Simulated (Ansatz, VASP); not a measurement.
**Cross-check of In2S between VASP and Ansatz**

Aim: how closely do two programs agree when they are given the same cell, functional and k mesh? The cell is generated by rule, not measured, and may not be a known phase. The cell is taken from a series of runs on this material, whose earlier steps may have relaxed, scaled, displaced or heated it; both programs get it as it stands.

Main program and level: Ansatz 0.2.0; plane waves, with VASP 6.6.1 beside it; zone-centre phonons at PBEsol.

The structure was built from a prototype and need not be the compound's stable phase.

### 1. Set-up

The structure is orthorhombic, space group Pmmn (No. 59). Conventional cell: a = 3.652 Å, b = 6.750 Å, c = 6.243 Å, α = 90.00°, β = 90.00°, γ = 90.00°. Nearest to S lie 6 In at 2.79 to 2.89 Å. In has 3 S at 2.79 to 2.89 Å nearest. Farther neighbours and most contacts between anions are not listed.

### 2. VASP: zone-centre phonons, PBEsol

Second derivatives magnify differences that forces hide, and they need a tight electronic threshold.

Lines of VASP's logs that name or quote its potential files are left out, and so is its time.

File INCAR:

```
SYSTEM = In2S
PREC = Accurate
ENCUT = 500
EDIFF = 1E-08
NELM = 120
ISMEAR = 1
SIGMA = 0.15
LREAL = .FALSE.
ALGO = Normal
GGA = PS
NBANDS = 39
LORBIT = 11
LWAVE = .FALSE.
LCHARG = .FALSE.
ISIF = 2
IBRION = 8
LASPH = .TRUE.
GGA_COMPAT = .FALSE.
KPAR = 2
```

File POSCAR:

```
In2S
1.0
    3.6521134399      0.0000000000      0.0000000000
    0.0000000000      6.7498860263      0.0000000000
    0.0000000000      0.0000000000      6.2428054517
S In
2 4
Direct
    0.5000000000      0.5000000000      0.1023941233
    0.0000000000      0.0000000000      0.8976058767
    0.5000000000      0.2641433758      0.7157547103
    0.0000000000      0.7641433758      0.2842452897
    0.5000000000      0.7358566242      0.7157547103
    0.0000000000      0.2358566242      0.2842452897
```

File KPOINTS:

```
Automatic mesh
0
Gamma
8 6 6
0 0 0
```

Potentials, in the order of the species: S and In_d (PBE family, release 64).

Started as:

```console
> mpirun -np 2 vasp_std
```

Numbers of over 12 decimals in the logs are rounded to 6 here.

The program printed:

```text
[banner, memory and clock lines left out]
running    2 mpi-ranks, on    1 nodes
 distrk:  each k-point on    1 cores,    2 groups
 distr:  one band on    1 cores,    1 groups

 POSCAR found type information on POSCAR S In
 POSCAR found :  2 types and       6 ions
|                                                                             |
|               ----> ADVICE to this user running VASP <----                  |
|                                                                             |
|     You enforced a specific xc type in the INCAR file but a different       |
|     [... a line on the potential file left out ...]
|     I HOPE YOU KNOW WHAT YOU ARE DOING!                                     |
|                                                                             |

 LDA part: xc-table for (Slater+PW92), standard interpolation
 POSCAR, INCAR and KPOINTS ok, starting setup
 FFT: planning ... GRIDC
 FFT: planning ... GRID_SOFT
 FFT: planning ... GRID
 WAVECAR not read
 entering main loop
       N       E                     dE             d eps       ncg     rms          rms(c)
DAV:   1     0.633197323099E+03    0.63320E+03   -0.28975E+04  6240   0.200E+03
DAV:   2     0.610884085649E+02   -0.57211E+03   -0.55848E+03  6247   0.501E+02
DAV:   3    -0.180119511166E+02   -0.79100E+02   -0.76161E+02  7786   0.196E+02
DAV:   4    -0.226511510181E+02   -0.46392E+01   -0.46046E+01  7433   0.478E+01
DAV:   5    -0.228526335744E+02   -0.20148E+00   -0.20141E+00  8494   0.893E+00    0.104E+01
DAV:   6    -0.220855612223E+02    0.76707E+00   -0.14751E+00  9060   0.139E+01    0.631E+00
DAV:   7    -0.220915217657E+02   -0.59605E-02   -0.85921E-01  8971   0.482E+00    0.185E+00
DAV:   8    -0.220798676256E+02    0.11654E-01   -0.68484E-02  9204   0.230E+00    0.112E+00
DAV:   9    -0.220790764357E+02    0.79119E-03   -0.15139E-02  8091   0.660E-01    0.398E-01
DAV:  10    -0.220790839376E+02   -0.75018E-05   -0.12003E-03  9057   0.230E-01    0.184E-01
DAV:  11    -0.220790961347E+02   -0.12197E-04   -0.90999E-05  8837   0.974E-02    0.549E-02
DAV:  12    -0.220791009673E+02   -0.48326E-05   -0.32087E-05  9579   0.281E-02    0.117E-02
DAV:  13    -0.220791010114E+02   -0.44050E-07   -0.35348E-06  8480   0.189E-02    0.652E-03
DAV:  14    -0.220791012836E+02   -0.27217E-06   -0.50046E-07  7335   0.404E-03    0.253E-03
DAV:  15    -0.220791013790E+02   -0.95397E-07   -0.58395E-08  6318   0.140E-03    0.108E-03
DAV:  16    -0.220791013804E+02   -0.14224E-08   -0.12828E-08  4769   0.956E-04
   1 F= -.22079101E+02 E0= -.22079829E+02  d E =0.218183E-02
 Linear response reoptimize wavefunctions to high precision
DAV:   1    -0.220791013774E+02    0.29349E-08   -0.31146E-09  4289   0.555E-04
DAV:   2    -0.220791013776E+02   -0.16917E-09   -0.11954E-09  4065   0.293E-04
DAV:   3    -0.220791013777E+02   -0.47294E-10   -0.55027E-10  3974   0.218E-04
 Linear response DOF=           6
 Linear response progress:
  Degree of freedom:   1/  6
       N       E                     dE             d eps       ncg     rms          rms(c)
RMM:   1    -0.105817490284E+00   -0.10582E+00    0.35027E-02 16024   0.124E+00
RMM:   2    -0.102764101400E+00    0.30534E-02   -0.40901E-03 12268   0.368E-01    0.133E-01
RMM:   3    -0.103240631042E+00   -0.47653E-03   -0.89729E-04 14411   0.150E-01    0.412E-02
RMM:   4    -0.103522704920E+00   -0.28207E-03   -0.15865E-04 14245   0.574E-02    0.158E-02
RMM:   5    -0.103624637199E+00   -0.10193E-03   -0.15409E-05 14629   0.210E-02    0.865E-03
RMM:   6    -0.103633816489E+00   -0.91793E-05   -0.88303E-07 14935   0.676E-03    0.257E-03
RMM:   7    -0.103636186329E+00   -0.23698E-05   -0.18795E-07 15227   0.248E-03    0.887E-04
RMM:   8    -0.103638542624E+00   -0.23563E-05   -0.22133E-07 15449   0.854E-04    0.386E-04
RMM:   9    -0.103639117928E+00   -0.57530E-06    0.12120E-06 15853   0.323E-04    0.184E-04
RMM:  10    -0.103639059278E+00    0.58649E-07    0.15841E-07 15992   0.150E-04    0.309E-05
RMM:  11    -0.103639015868E+00    0.43411E-07    0.36066E-07 15382   0.851E-05    0.371E-05
RMM:  12    -0.103638990675E+00    0.25193E-07    0.12124E-07 16925   0.625E-05    0.908E-06
RMM:  13    -0.103638999287E+00   -0.86124E-08    0.20883E-07 14076   0.527E-05    0.120E-05
RMM:  14    -0.103638995883E+00    0.34045E-08    0.21041E-07 12173   0.495E-05    0.103E-06
RMM:  15    -0.103638994428E+00    0.14543E-08    0.20048E-07 10150   0.483E-05    0.297E-06
RMM:  16    -0.103638994181E+00    0.24745E-09    0.18645E-07  9277   0.479E-05    0.104E-06
RMM:  17    -0.103638993953E+00    0.22760E-09    0.19355E-07  9077   0.477E-05    0.332E-07
RMM:  18    -0.103638993873E+00    0.79878E-10    0.18659E-07  8688   0.476E-05    0.348E-07
RMM:  19    -0.103638993952E+00   -0.78926E-10    0.19459E-07  8603   0.476E-05    0.285E-07
[...]
RMM:   7    -0.118184359206E+00   -0.14907E-04   -0.90610E-07 13258   0.347E-03    0.152E-03
RMM:   8    -0.118181112980E+00    0.32462E-05   -0.19058E-06 14197   0.148E-03    0.101E-03
RMM:   9    -0.118181253561E+00   -0.14058E-06    0.18046E-08 14891   0.653E-04    0.129E-03
RMM:  10    -0.118181974750E+00   -0.72119E-06    0.28112E-07 14901   0.317E-04    0.301E-04
RMM:  11    -0.118181963521E+00    0.11229E-07   -0.70562E-08 15297   0.142E-04    0.229E-04
[...]
RMM:  20    -0.116984211183E+00   -0.15314E-09   -0.22716E-07  7950   0.464E-05    0.334E-06
RMM:  21    -0.116984211811E+00   -0.62747E-09   -0.21760E-07 10489   0.467E-05    0.133E-06
RMM:  22    -0.116984211733E+00    0.77952E-10   -0.21798E-07  8634   0.464E-05    0.228E-06
RMM:  23    -0.116984212034E+00   -0.30105E-09   -0.21497E-07  7961   0.463E-05    0.567E-07
RMM:  24    -0.116984212050E+00   -0.16416E-10   -0.21280E-07  6969   0.462E-05    0.287E-07
RMM:  25    -0.116984212091E+00   -0.40203E-10   -0.21209E-07  6941   0.463E-05    0.245E-07
RMM:  26    -0.116984212095E+00   -0.47972E-11   -0.21127E-07  6915   0.462E-05    0.268E-07
RMM:  27    -0.116984212045E+00    0.49934E-10   -0.20739E-07  6894   0.462E-05    0.622E-08
 first order change of Fermi-energy  -0.18370E+00
 force on displaced ion       1 direction 3 :  -0.000   0.000  -2.430
 Linear response progress:
  Degree of freedom:   4/  6
       N       E                     dE             d eps       ncg     rms          rms(c)
RMM:   1    -0.231178090012E+00   -0.23118E+00   -0.14800E-01 16295   0.333E+00
RMM:   2    -0.233540462134E+00   -0.23624E-02   -0.15824E-02 18278   0.801E-01    0.744E-02
RMM:   3    -0.233552881596E+00   -0.12419E-04   -0.19543E-03 20570   0.253E-01    0.287E-02
RMM:   4    -0.233405557869E+00    0.14732E-03   -0.17027E-04 20377   0.833E-02    0.221E-02
RMM:   5    -0.233391044109E+00    0.14514E-04   -0.22532E-05 20680   0.299E-02    0.884E-03
RMM:   6    -0.233367199328E+00    0.23845E-04   -0.54092E-06 20557   0.128E-02    0.224E-03
RMM:   7    -0.233359419945E+00    0.77794E-05   -0.88968E-07 21261   0.451E-03    0.930E-04
RMM:   8    -0.233353989683E+00    0.54303E-05    0.34043E-06 21450   0.195E-03    0.101E-03
RMM:   9    -0.233359514098E+00   -0.55244E-05    0.50970E-07 21563   0.906E-04    0.332E-04
RMM:  10    -0.233360156249E+00   -0.64215E-06    0.66343E-07 23439   0.437E-04    0.338E-04
RMM:  11    -0.233358321494E+00    0.18348E-05    0.64118E-08 21678   0.256E-04    0.100E-04
RMM:  12    -0.233357791241E+00    0.53025E-06   -0.10924E-07 22255   0.160E-04    0.292E-05
RMM:  13    -0.233358178465E+00   -0.38722E-06   -0.50905E-08 22067   0.114E-04    0.248E-05
RMM:  14    -0.233358172914E+00    0.55515E-08    0.18987E-08 23395   0.864E-05    0.262E-05
 first order change of Fermi-energy  -0.48715E-05
 force on displaced ion       3 direction 1 :  -1.405  -0.000   0.004
 Linear response progress:
  Degree of freedom:   5/  6
       N       E                     dE             d eps       ncg     rms          rms(c)
RMM:   1    -0.241868872182E+00   -0.24187E+00   -0.14781E-01 11222   0.336E+00
RMM:   2    -0.243761916154E+00   -0.18930E-02   -0.18982E-02 12526   0.849E-01    0.123E-01
RMM:   3    -0.243758840376E+00    0.30758E-05   -0.22683E-03 13951   0.283E-01    0.464E-02
RMM:   4    -0.243619076947E+00    0.13976E-03   -0.41205E-04 13958   0.966E-02    0.298E-02
RMM:   5    -0.243580270270E+00    0.38807E-04   -0.60666E-05 12875   0.375E-02    0.129E-02
RMM:   6    -0.243580376849E+00   -0.10658E-06   -0.17569E-05 14362   0.186E-02    0.374E-03
RMM:   7    -0.243593606147E+00   -0.13229E-04   -0.18912E-05 14423   0.626E-03    0.204E-03
RMM:   8    -0.243601474744E+00   -0.78686E-05   -0.14345E-05 14545   0.260E-03    0.505E-04
RMM:   9    -0.243599651865E+00    0.18229E-05   -0.44027E-06 13668   0.115E-03    0.337E-04
RMM:  10    -0.243599059652E+00    0.59221E-06   -0.68989E-07 15301   0.581E-04    0.192E-04
RMM:  11    -0.243598665665E+00    0.39399E-06    0.21373E-07 14397   0.315E-04    0.474E-05
RMM:  12    -0.243598482814E+00    0.18285E-06    0.32261E-07 15949   0.182E-04    0.387E-05
RMM:  13    -0.243598378640E+00    0.10417E-06    0.11196E-06 15349   0.116E-04    0.288E-05
RMM:  14    -0.243598417828E+00   -0.39189E-07    0.10987E-06 15273   0.859E-05    0.144E-05
[...]
RMM:  21    -0.243598496138E+00   -0.16307E-08    0.44562E-07 11945   0.537E-05    0.688E-07
RMM:  22    -0.243598500559E+00   -0.44206E-08    0.40786E-07 11234   0.534E-05    0.580E-07
RMM:  23    -0.243598500116E+00    0.44267E-09    0.40703E-07 10855   0.532E-05    0.485E-07
RMM:  24    -0.243598498084E+00    0.20328E-08    0.43526E-07 10528   0.531E-05    0.234E-07
RMM:  25    -0.243598499793E+00   -0.17098E-08    0.40980E-07 10291   0.530E-05    0.239E-07
RMM:  26    -0.243598498839E+00    0.95424E-09    0.41944E-07 10119   0.530E-05    0.199E-07
RMM:  27    -0.243598498185E+00    0.65407E-09    0.42865E-07  9998   0.530E-05    0.129E-07
RMM:  28    -0.243598500949E+00   -0.27636E-08    0.39766E-07  9871   0.530E-05    0.481E-08
 first order change of Fermi-energy  -0.25993E+00
 force on displaced ion       3 direction 2 :   0.000  -3.262   0.382
 Linear response progress:
  Degree of freedom:   6/  6
       N       E                     dE             d eps       ncg     rms          rms(c)
RMM:   1    -0.240713653039E+00   -0.24071E+00   -0.14194E-01 11078   0.340E+00
RMM:   2    -0.242859759846E+00   -0.21461E-02   -0.19505E-02 12374   0.882E-01    0.110E-01
RMM:   3    -0.242876843798E+00   -0.17084E-04   -0.24741E-03 13901   0.295E-01    0.492E-02
RMM:   4    -0.242709587353E+00    0.16726E-03   -0.27202E-04 13869   0.979E-02    0.306E-02
RMM:   5    -0.242694106513E+00    0.15481E-04   -0.41235E-05 12814   0.382E-02    0.112E-02
RMM:   6    -0.242692987987E+00    0.11185E-05   -0.15840E-05 14163   0.198E-02    0.331E-03
RMM:   7    -0.242699400687E+00   -0.64127E-05    0.20616E-06 14438   0.637E-03    0.214E-03
RMM:   8    -0.242705864097E+00   -0.64634E-05   -0.88336E-07 14694   0.271E-03    0.813E-04
RMM:   9    -0.242705347372E+00    0.51672E-06   -0.17477E-06 13226   0.115E-03    0.386E-04
RMM:  10    -0.242704411761E+00    0.93561E-06    0.98991E-07 14985   0.584E-04    0.187E-04
RMM:  11    -0.242704127215E+00    0.28455E-06   -0.62233E-07 13558   0.335E-04    0.101E-04
RMM:  12    -0.242703985583E+00    0.14163E-06    0.23229E-07 16557   0.197E-04    0.331E-05
RMM:  13    -0.242704105003E+00   -0.11942E-06   -0.88649E-08 13805   0.124E-04    0.427E-05
RMM:  14    -0.242704091000E+00    0.14003E-07    0.10582E-07 14410   0.920E-05    0.621E-05
RMM:  15    -0.242704125539E+00   -0.34539E-07    0.62276E-08 13870   0.821E-05    0.668E-05
RMM:  16    -0.242704123798E+00    0.17406E-08    0.69031E-08 16156   0.679E-05    0.574E-05
 first order change of Fermi-energy   0.23942E+00
 force on displaced ion       3 direction 3 :   0.000   0.386  -2.690
 Linear response finished
```

(Continued in part 2 of 2.)

[Lines on the potential files, build, host, timing and source positions are cut from VASP's logs without a mark.]

[Logs are printed without paths, hosts, clocks, repeated set-up lines and the standing remarks that a program may print on its own settings, such as how far it seeks lower states.]

[Hosts, paths, dates, database ids (printed as entryN), source tags and the programs' standing remarks are cut or masked in the printed files.]
